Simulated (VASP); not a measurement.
A run of VASP 6.6.1:

The input INCAR:

```
SYSTEM = LiBe
  PREC = Accurate
  ENCUT = 520
  EDIFF = 1E-6
  ISMEAR = 1
  SIGMA = 0.05
  LREAL = .FALSE.
  LASPH = .TRUE.
  NELM = 100
  ALGO = Fast
  ISIF = 2
  LWAVE = .FALSE.
  LCHARG = .FALSE.
  NBANDS = 13
```

Contents of KPOINTS:

```
Automatic mesh
0
G
  10 6 4
  0 0 0
```

File POSCAR:

```
LiBe
1.0
    2.2959860000      0.0000000000      0.0000000000
    0.0000000000      3.6127730000      0.0000000000
   -0.4017430000      0.0000000000      5.5135260000
Li Be
2 2
Direct
    0.7368480000      0.2500000000      0.1548580000
    0.2631520000      0.7500000000      0.8451420000
    0.7564180000      0.2500000000      0.5761720000
    0.2435820000      0.7500000000      0.4238280000
```

Potentials or basis: VASP PAW LDA potentials, release 64 (Li_sv, Be).

The run is started by

```console
$ cat potpaw_LDA.64/Li_sv/POTCAR potpaw_LDA.64/Be/POTCAR > POTCAR
$ mpirun -np 1 vasp_std > vasp.out
```

Hardware: 1 thread of AMD EPYC 9R45 (Zen 5) (shared host).

**Question.** How long does it take, and how much memory?

**Answer.** Wall time 36 s on 1 thread of AMD EPYC 9R45 (Zen 5), on a shared host, peak memory 0.13 GiB. Counts: scf iterations 19, k points 88.
